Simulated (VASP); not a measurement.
Elastic constants (GPa) of a crystal from LDA (Ceperley-Alder, Perdew-Zunger), VASP's LDA PAW potentials (set 64) run with VASP:

```json
[
 {"": "xx", "xx": "221.7", "yy": "138.8", "zz": "123.5", "yz": "0.0", "xz": "0.0", "xy": "0.0"},
 {"": "yy", "xx": "138.8", "yy": "221.7", "zz": "123.5", "yz": "0.0", "xz": "0.0", "xy": "0.0"},
 {"": "zz", "xx": "123.5", "yy": "123.5", "zz": "238.8", "yz": "0.0", "xz": "0.0", "xy": "0.0"},
 {"": "yz", "xx": "0.0", "yy": "0.0", "zz": "0.0", "yz": "38.2", "xz": "0.0", "xy": "0.0"},
 {"": "xz", "xx": "0.0", "yy": "0.0", "zz": "0.0", "yz": "0.0", "xz": "38.2", "xy": "0.0"},
 {"": "xy", "xx": "0.0", "yy": "0.0", "zz": "0.0", "yz": "0.0", "xz": "0.0", "xy": "41.4"}
]
```

Work out the Voigt, Reuss and Hill moduli, Young's modulus and Poisson's ratio.

All eigenvalues are positive (smallest 38.2 GPa), so the crystal is stable. K_V = (C11+C22+C33+2(C12+C13+C23))/9 = (682.2 + 2×385.8)/9 = 161.5 GPa; G_V = (682.2 − 385.8 + 3×117.8)/15 = 43.3 GPa. From the compliances, K_R = 161.5 GPa and G_R = 42.3 GPa. Hill: K = 161.5 GPa, G = 42.8 GPa, E = 9KG/(3K+G) = 118.1 GPa, ν = (3K−2G)/(2(3K+G)) = 0.378. K/G = 3.77, above Pugh's 1.75; universal anisotropy A^U = 0.11.

With a density of 5.91 g/cm³, what are the mean sound speeds?

v_l = √((K+4G/3)/ρ) = 6.08 km/s and v_t = √(G/ρ) = 2.69 km/s. The crystal is ZnO (wurtzite), hexagonal.

The compound is ZnO in the wurtzite structure. It was relaxed first.
